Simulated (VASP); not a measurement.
Crystal: Rb.

```xyz
1
Lattice="-2.8025 2.8025 2.8025 2.8025 -2.8025 2.8025 2.8025 2.8025 -2.8025" Properties=species:S:1:pos:R:3 pbc="T T T"
Rb    0.0000    0.0000    0.0000
```

| Property | Result |
| --- | --- |
| Program | VASP 6.6.1 |
| Task | relaxation of cell and atoms |
| Functional | r2SCAN |
| Potentials or basis | VASP PAW PBE potentials, release 64 (Rb_sv) |
| Cutoff | 600 eV |
| k mesh | 12 × 12 × 12 |
| Occupations | methfessel-paxton, width 0.1 eV |
| Spin | no spin polarisation |

At the start: pressure 0.2 GPa; volume 88.04 Å³/atom.

Problem. How do energy, volume and symmetry change on relaxing?

Solution. Over 5 steps the energy falls by 4.6 meV/atom and the volume is 95.02 Å³/atom (+7.9 %); space group Im-3m (No. 229, to 0.05 Å).

The path:
```
step  energy change (eV)  largest force (eV/Å)  pressure (GPa)  volume (Å³)
   1              0.0000                0.0000            0.23        88.04
   2             -0.0020                0.0000            0.17        89.63
   3             -0.0041                0.0000            0.07        92.56
   4             -0.0035                0.0000           -0.09        98.60
   5             -0.0046                0.0000            0.00        95.02
```

Final structure:
```cif
data_structure
_symmetry_space_group_name_H-M 'P 1'
_symmetry_Int_Tables_number 1
_cell_length_a 4.9791
_cell_length_b 4.9791
_cell_length_c 4.9791
_cell_angle_alpha 109.471
_cell_angle_beta 109.471
_cell_angle_gamma 109.471
_cell_volume 95.02
loop_
_atom_site_label
_atom_site_type_symbol
_atom_site_fract_x
_atom_site_fract_y
_atom_site_fract_z
_atom_site_occupancy
Rb1 Rb 0.00000 0.00000 0.00000 1
```

Caveat: the PAW data sets were made with another functional, which shifts forces and pressure a little.
